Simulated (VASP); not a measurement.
Set up this calculation in VASP 6.6.1, as the native input.

```yaml
Task: single point
Functional: PBEsol
Potentials_or_basis: VASP PAW PBE potentials, release 64 (Ru_pv, Cl)
Cutoff: 520 eV
k_mesh: 6 × 6 × 4
Occupations: gaussian, width 0.05 eV
Spin: collinear spin, ferromagnetic start
Starting_moments: "[1.0, 0.0, 0.0] μB"
Further_INCAR_settings: ALGO = Normal; EDIFF = 1e-07
```

The structure of RuCl2 lies in POSCAR:

```
RuCl2
1.0
    3.5496909800      0.0000000000      0.0000000000
   -1.7748454900      3.0741225600      0.0000000000
    0.0000000000      0.0000000000      5.7263882700
Ru Cl
1 2
Direct
    0.0000000000      0.0000000000      0.0000000000
    0.3333333333      0.6666666667      0.2520000000
    0.6666666667      0.3333333333      0.7480000000
```

The cell comes from a database or a generator and needn't be the stable form of this composition.

One way to write it, as run:

INCAR

```
ALGO = Normal
EDIFF = 1E-7
ENCUT = 520
GGA = PS
ISIF = 2
ISMEAR = 0
ISPIN = 2
LASPH = True
LCHARG = False
LMAXMIX = 4
LORBIT = 11
LREAL = False
LWAVE = False
MAGMOM = 1 0 0
NELM = 60
PREC = Accurate
SIGMA = 0.05
```

KPOINTS

```
k-points
0
Gamma
  6 6 4
```

Potentials or basis: VASP PAW PBE potentials, release 64 (Ru_pv, Cl).

The run is started by

```sh
$ cat potpaw_PBE.64/Ru_pv/POTCAR potpaw_PBE.64/Cl/POTCAR > POTCAR
$ mpirun -np 1 vasp_std > vasp.out
```

Results of the run:

```
Pressure                                              : -10.5 GPa
Largest force                                         : 1.970 eV/Å
Band gap on the k mesh                                : 0.58 eV, indirect (least direct gap 0.78 eV)
Net moment                                            : 0.00 μB per cell
Valence electrons inside the program's atomic spheres : Ru 12.37; Cl 5.00
```

Caveat: the PAW data sets were made with another functional, which shifts forces and pressure a little.

Wall time 29 s on 1 thread of Intel(R) Xeon(R) 6975P-C (Granite Rapids) (shared host), peak memory 0.24 GiB.
